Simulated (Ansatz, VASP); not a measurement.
# LaLuN2 in two plane-wave programs

Aim: how closely do two programs agree when they are given the same cell, functional and k mesh? The cell is generated by rule, not measured, and may not be a known phase. The cell is taken from a series of runs on this material, whose earlier steps may have relaxed, scaled, displaced or heated it; both programs get it as it stands.

Calculated with Ansatz 0.2.0; plane waves, with VASP 6.6.1 beside it; relaxation of cell and atoms at PBEsol.

The structure was built from a prototype and need not be the compound's stable phase.

## Step 1: The structure

It takes space group Pmma (No. 51, orthorhombic). The conventional cell has a = 6.008 Å, b = 3.410 Å, c = 5.974 Å, α = 90.00°, β = 90.00°, γ = 90.00°. Lu has 6 N at 2.47 to 2.51 Å nearest. Nearest to La lie 6 N at 2.48 to 2.50 Å. Nearest to N lie 4 Lu at 2.47 Å and 2 La at 2.50 Å. Nearest to N lie 4 La at 2.48 Å and 2 Lu at 2.51 Å. Farther neighbours and most contacts between anions are not listed.

As a file:

```cif
data_structure
_symmetry_space_group_name_H-M 'P 1'
_symmetry_Int_Tables_number 1
_cell_length_a 6.0079
_cell_length_b 3.4103
_cell_length_c 5.9745
_cell_angle_alpha 90.000
_cell_angle_beta 90.000
_cell_angle_gamma 90.000
_cell_volume 122.41
loop_
_atom_site_label
_atom_site_type_symbol
_atom_site_fract_x
_atom_site_fract_y
_atom_site_fract_z
_atom_site_occupancy
Lu1 Lu 0.75000 0.00000 0.66411 1
Lu2 Lu 0.25000 0.00000 0.33589 1
La3 La 0.25000 0.50000 0.83364 1
La4 La 0.75000 0.50000 0.16636 1
N5 N 0.00000 0.50000 0.50000 1
N6 N 0.50000 0.00000 0.00000 1
N7 N 0.00000 0.00000 0.00000 1
N8 N 0.50000 0.50000 0.50000 1
```

## Step 2: VASP: relaxation of cell and atoms, PBEsol

The relaxed volume is the usual yardstick between codes: in a stiff, nearly cubic crystal its relative difference is about their pressure difference at one cell divided by the bulk modulus.

Lines of VASP's logs that name or quote its potential files are left out, and so is its time.

Contents of INCAR:

```
SYSTEM = LaLuN2
PREC = Accurate
ENCUT = 600
EDIFF = 1E-07
NELM = 200
ISMEAR = 0
SIGMA = 0.01
LREAL = .FALSE.
ALGO = Normal
GGA = PS
NBANDS = 38
LASPH = .TRUE.
LORBIT = 11
LWAVE = .FALSE.
LCHARG = .FALSE.
ISIF = 3
IBRION = 2
NSW = 80
EDIFFG = -0.005
GGA_COMPAT = .FALSE.
NELMIN = 4
LMAXMIX = 6
KPAR = 2
```

Contents of POSCAR:

```
LaLuN2
1.0
    6.0078790000      0.0000000000      0.0000000000
    0.0000000000      3.4102540000      0.0000000000
    0.0000000000      0.0000000000      5.9744550000
Lu La N
2 2 4
Direct
    0.7499999584      0.0000000000      0.6641122914
    0.2499999584      0.0000000000      0.3358877086
    0.2499999584      0.5000000000      0.8336383821
    0.7499999584      0.5000000000      0.1663616179
    0.9999999584      0.5000000000      0.5000000000
    0.4999999584      0.0000000000      0.0000000000
    0.9999999584      0.0000000000      0.0000000000
    0.4999999584      0.5000000000      0.5000000000
```

Contents of KPOINTS:

```
Automatic mesh
0
Gamma
6 10 6
0 0 0
```

Potentials, in the order of the species: Lu_3, La and N (PBE family, release 64).

On the command line:

```console
mpirun -np 2 vasp_std
```

Numbers of over 12 decimals in the logs are rounded to 6 here.

Output:

```text
[banner, memory and clock lines left out]
running    2 mpi-ranks, on    1 nodes
 distrk:  each k-point on    1 cores,    2 groups
 distr:  one band on    1 cores,    1 groups

 POSCAR found type information on POSCAR LuLaN
 POSCAR found :  3 types and       8 ions
|                                                                             |
|               ----> ADVICE to this user running VASP <----                  |
|                                                                             |
|     You enforced a specific xc type in the INCAR file but a different       |
|     [... a line on the potential file left out ...]
|     I HOPE YOU KNOW WHAT YOU ARE DOING!                                     |
|                                                                             |

 LDA part: xc-table for (Slater+PW92), standard interpolation
 POSCAR, INCAR and KPOINTS ok, starting setup
 FFT: planning ... GRIDC
 FFT: planning ... GRID_SOFT
 FFT: planning ... GRID
 WAVECAR not read
 entering main loop
       N       E                     dE             d eps       ncg     rms          rms(c)
DAV:   1     0.754915258669E+03    0.75492E+03   -0.23708E+04 10172   0.243E+03
DAV:   2     0.184478988783E+03   -0.57044E+03   -0.52718E+03 13266   0.897E+02
DAV:   3    -0.587737015462E+01   -0.19036E+03   -0.18348E+03 14586   0.364E+02
DAV:   4    -0.627803782122E+02   -0.56903E+02   -0.54772E+02 14502   0.114E+02
DAV:   5    -0.741709714586E+02   -0.11391E+02   -0.11095E+02 14592   0.845E+01    0.318E+01
DAV:   6    -0.660410803579E+02    0.81299E+01   -0.60500E+01 14400   0.496E+01    0.260E+01
DAV:   7    -0.663277855008E+02   -0.28671E+00   -0.77545E+00 14584   0.286E+01    0.164E+01
DAV:   8    -0.663630236745E+02   -0.35238E-01   -0.21960E+00 14592   0.131E+01    0.129E+00
DAV:   9    -0.663422258342E+02    0.20798E-01   -0.53501E-01 14592   0.598E+00    0.644E-01
DAV:  10    -0.663479986409E+02   -0.57728E-02   -0.12060E-01 14592   0.299E+00    0.372E-01
DAV:  11    -0.663517103197E+02   -0.37117E-02   -0.41598E-02 14592   0.159E+00    0.249E-01
DAV:  12    -0.663539996064E+02   -0.22893E-02   -0.18153E-02 14592   0.944E-01    0.175E-01
DAV:  13    -0.663557831612E+02   -0.17836E-02   -0.13551E-02 14592   0.731E-01    0.802E-02
DAV:  14    -0.663562030419E+02   -0.41988E-03   -0.45543E-03 14592   0.439E-01    0.658E-02
[...]
DAV:  19    -0.663573043527E+02   -0.24479E-04   -0.24084E-04 14592   0.877E-02    0.864E-03
DAV:  20    -0.663573143860E+02   -0.10033E-04   -0.99832E-05 14544   0.590E-02    0.557E-03
DAV:  21    -0.663573198623E+02   -0.54763E-05   -0.54981E-05 14592   0.398E-02    0.332E-03
DAV:  22    -0.663573222245E+02   -0.23622E-05   -0.22023E-05 14280   0.266E-02    0.292E-03
DAV:  23    -0.663573241372E+02   -0.19127E-05   -0.21909E-05 14528   0.232E-02    0.939E-04
DAV:  24    -0.663573245207E+02   -0.38352E-06   -0.49794E-06 13104   0.160E-02    0.129E-03
DAV:  25    -0.663573250053E+02   -0.48456E-06   -0.43553E-06 12784   0.101E-02    0.911E-04
DAV:  26    -0.663573250623E+02   -0.57063E-07   -0.82383E-07  9752   0.891E-03
   1 F= -.66357325E+02 E0= -.66357323E+02  d E =-.663573E+02
[...]
2 F= -.66357510E+02 E0= -.66357482E+02  d E =-.185373E-03
[...]
3 F= -.66359141E+02 E0= -.66359128E+02  d E =-.181562E-02
[...]
4 F= -.66359140E+02 E0= -.66359127E+02  d E =-.181487E-02
[...]
5 F= -.66359176E+02 E0= -.66359168E+02  d E =-.364500E-04
 trial-energy change:   -0.000036  1 .order   -0.000039   -0.000110    0.000033
 step:   0.6828(harm=  0.6977)  dis= 0.00040  next Energy=   -66.359180 (dE=-0.405E-04)
 bond charge predicted
       N       E                     dE             d eps       ncg     rms          rms(c)
DAV:   1    -0.663591765778E+02   -0.23259E-06   -0.56087E-04 13346   0.378E-01    0.128E-02
DAV:   2    -0.663591815230E+02   -0.49452E-05   -0.80993E-05 14324   0.802E-02    0.808E-03
DAV:   3    -0.663591803117E+02    0.12113E-05   -0.47155E-06 14586   0.265E-02    0.394E-03
DAV:   4    -0.663591799878E+02    0.32384E-06   -0.83470E-07 11352   0.104E-02    0.137E-03
DAV:   5    -0.663591799725E+02    0.15298E-07   -0.17687E-07  6136   0.603E-03
   6 F= -.66359180E+02 E0= -.66359171E+02  d E =-.400438E-04
 curvature:  -0.36 expect dE=-0.199E-05 dE for cont linesearch -0.183E-08
 trial: gam=-0.01080 g(F)=  0.110E-05 g(S)=  0.443E-05 ort = 0.799E-06 (trialstep = 0.861E+00)
 search vector abs. value=  0.553E-05
 reached required accuracy - stopping structural energy minimisation
```

Parts of OUTCAR (step 2):

```text
ion  position               nearest neighbor table
   1  0.750  0.000  0.664-   5 2.47   8 2.47   5 2.47   8 2.47   7 2.51   6 2.51   4 3.43   4 3.43
                             4 3.45   4 3.45   2 3.59   2 3.59   3 3.60   3 3.60   3 3.60   3 3.60
   2  0.250  0.000  0.336-   5 2.47   8 2.47   5 2.47   8 2.47   7 2.51   6 2.51   3 3.43   3 3.43
                             3 3.45   3 3.45   1 3.59   1 3.59   4 3.60   4 3.60   4 3.60   4 3.60
   3  0.250  0.500  0.834-   6 2.48   7 2.48   6 2.48   7 2.48   5 2.50   8 2.50   2 3.43   2 3.43
                             2 3.45   2 3.45   1 3.60   1 3.60   1 3.60   1 3.60   4 3.60   4 3.60
   4  0.750  0.500  0.166-   6 2.48   7 2.48   6 2.48   7 2.48   5 2.50   8 2.50   1 3.43   1 3.43
                             1 3.45   1 3.45   2 3.60   2 3.60   2 3.60   2 3.60   3 3.60   3 3.60
   5  1.000  0.500  0.500-   1 2.47   2 2.47   1 2.47   2 2.47   3 2.50   4 2.50
   6  0.500  0.000  0.000-   3 2.48   4 2.48   3 2.48   4 2.48   1 2.51   2 2.51
   7  1.000  0.000  0.000-   3 2.48   4 2.48   3 2.48   4 2.48   1 2.51   2 2.51
   8  0.500  0.500  0.500-   1 2.47   2 2.47   1 2.47   2 2.47   3 2.50   4 2.50

  LATTYP: Found a simple orthorhombic cell.
 ALAT       =     3.4102540000
 B/A-ratio  =     1.7519090953
 C/A-ratio  =     1.7617101248

 Subroutine GETGRP returns: Found  8 space group operations
 (whereof  4 operations were pure point group operations)

The static configuration has the point symmetry C_2h.
 The point group associated with its full space group is D_2h.

 Found     96 irreducible k-points:

   k-points           NKPTS =     96   k-points in BZ     NKDIM =     96   number of bands    NBANDS=     38

   dimension x,y,z NGX =    48 NGY =   28 NGZ =   48
   dimension x,y,z NGXF=    96 NGYF=   56 NGZF=   96

   ENCUT  =  600.0 eV  44.10 Ry    6.64 a.u.  12.00  6.81 11.93*2*pi/ulx,y,z

   NELECT =      60.0000    total number of electrons

 k-points in reciprocal lattice and weights: Automatic mesh
   0.00000000  0.00000000  0.00000000       0.003
   0.16666667  0.00000000  0.00000000       0.006
   0.33333333  0.00000000  0.00000000       0.006
   0.50000000  0.00000000  0.00000000       0.003
   0.00000000  0.10000000  0.00000000       0.006
   0.16666667  0.10000000  0.00000000       0.011
   0.33333333  0.10000000  0.00000000       0.011
   0.50000000  0.10000000  0.00000000       0.006
   0.00000000  0.20000000  0.00000000       0.006
[...]
0.33333333  0.50000000  0.50000000       0.006
   0.50000000  0.50000000  0.50000000       0.003

 average (electrostatic) potential at core
       1 -27.4420       2 -27.4420       3 -94.5084       4 -94.5084       5 -60.3280
       6 -59.9906       7 -59.9906       8 -60.3280

 E-fermi :   7.1642

 k-point     1 :       0.0000    0.0000    0.0000
  band No.  band energies     occupation
    ...
     26       5.5825      2.00000
     27       5.6057      2.00000
     28       6.4232      2.00000
     29       6.4912      2.00000
     30       7.1058      2.00000
     31       7.2377      0.00000
     32       8.5314      0.00000
     33       8.9632      0.00000
     34       9.5263      0.00000
     35      10.0199      0.00000
    ...

 k-point     2 :       0.1667    0.0000    0.0000
  band No.  band energies     occupation
    ...
     26       5.4668      2.00000
     27       5.5428      2.00000
     28       5.8411      2.00000
     29       6.2755      2.00000
     30       6.7314      2.00000
     31       7.6271      0.00000
     32       8.8859      0.00000
     33       9.3496      0.00000
     34       9.5569      0.00000
     35      10.0519      0.00000
    ...

 k-point     3 :       0.3333    0.0000    0.0000
  band No.  band energies     occupation
    ...
     26       5.1345      2.00000
     27       5.3762      2.00000
     28       5.4006      2.00000
     29       5.8887      2.00000
     30       5.9372      2.00000
     31       8.3034      0.00000
     32       9.4180      0.00000
     33       9.4534      0.00000
     34       9.8558      0.00000
     35      10.0597      0.00000
    ...

  Total        0.0138722      0.0171184      0.0158082      0.0000000      0.0000000     -0.0000000
  in kB        0.1826473      0.2253883      0.2081387      0.0000000      0.0000000     -0.0000000
  external PRESSURE =       0.2053914 kB  Pullay stress =       0.0000000 kB

  energy-cutoff  :      600.00
  volume of cell :      121.69
      direct lattice vectors                 reciprocal lattice vectors
     5.999467488  0.000000000 -0.000000000     0.166681460  0.000000000  0.000000000
     0.000000000  3.403165127  0.000000000     0.000000000  0.293844102  0.000000000
    -0.000000000  0.000000000  5.959991507     0.000000000  0.000000000  0.167785474

 POSITION                                       TOTAL-FORCE (eV/Angst)
 -----------------------------------------------------------------------------------
      4.49960      0.00000      3.95719         0.000000     -0.000000     -0.003291
      1.49987      0.00000      2.00280        -0.000000      0.000000      0.003291
      1.49987      1.70158      4.96756        -0.000000     -0.000000      0.000750
      4.49960      1.70158      0.99243         0.000000     -0.000000     -0.000750
      5.99947      1.70158      2.98000        -0.000000     -0.000000      0.000000
      2.99973      0.00000     -0.00000        -0.000000     -0.000000      0.000000
      5.99947      0.00000     -0.00000        -0.000000     -0.000000      0.000000
      2.99973      1.70158      2.98000        -0.000000     -0.000000      0.000000
 -----------------------------------------------------------------------------------
    total drift:                                0.000055      0.000000      0.000451

  FREE ENERGIE OF THE ION-ELECTRON SYSTEM (eV)
  ---------------------------------------------------
  free  energy   TOTEN  =       -66.3591799725 eV

  energy  without entropy=      -66.3591615302  energy(sigma->0) =      -66.35917075

 reached required accuracy - stopping structural energy minimisation

 total charge
# of ion       s       p       d       f       tot
--------------------------------------------------
    1        0.368   6.638   1.047   0.000   8.053
    2        0.368   6.638   1.047   0.000   8.053
    3        2.065   5.651   0.907   0.253   8.877
    4        2.065   5.651   0.907   0.253   8.877
    5        1.237   2.371   0.000   0.000   3.608
    6        1.248   2.388   0.000   0.000   3.636
    7        1.248   2.388   0.000   0.000   3.636
    8        1.237   2.371   0.000   0.000   3.608
--------------------------------------------------
tot          9.838  34.095   3.908   0.507  48.347

[... 3 further parts left out ...]
```

The data set Lu_3 holds the 4f electrons frozen in the core, so no f bands or f moments appear. The run keeps the 8 symmetry operations of its start, so it cannot find a distortion of lower symmetry.

(Continued in part 2 of 2.)

[Lines on the potential files, build, host, timing and source positions are cut from VASP's logs without a mark.]

[Logs are printed without paths, hosts, clocks, repeated set-up lines and the standing remarks that a program may print on its own settings, such as how far it seeks lower states.]

[Hosts, paths, dates, database ids (printed as entryN), source tags and the programs' standing remarks are cut or masked in the printed files.]
